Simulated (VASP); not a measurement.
```
CELL_PARAMETERS angstrom
      1.45656    -2.52284     0.00000
      1.45656     2.52284     0.00000
      0.00000     0.00000     5.39192
ATOMIC_POSITIONS crystal
  Cd 0.33333 0.66667 0.25000
  Cd 0.66667 0.33333 0.75000
```

All values below come from AM05 GGA, VASP's PBE PAW potentials (set 64) (plane waves; VASP 6.6.1). Run with 520 eV cut-off, 14×14×7 Γ-centred mesh, first-order Methfessel-Paxton smearing of 0.10 eV, potentials Cd.

Problem. The ions and cell shape at fixed volume are relaxed. Which structure does the run end with?

Solution. 
```
CELL_PARAMETERS angstrom
      1.48630    -2.57434     0.00000
      1.48630     2.57434     0.00000
      0.00000     0.00000     5.17833
ATOMIC_POSITIONS crystal
  Cd 0.33333 0.66667 0.25000
  Cd 0.66667 0.33333 0.75000
```
Space group P6_3/mmc (194), at a tolerance of 0.03 Å.

Problem. How much energy does the relaxation gain?

Solution. The energy (σ→0) changes by -8.4 meV/atom, in 6 ionic steps.

The compound is Cd in the hcp structure. This cell is one point of a volume scan, at 0.94 of the reference volume. Symmetry was kept, so distortions that lower it aren't found.
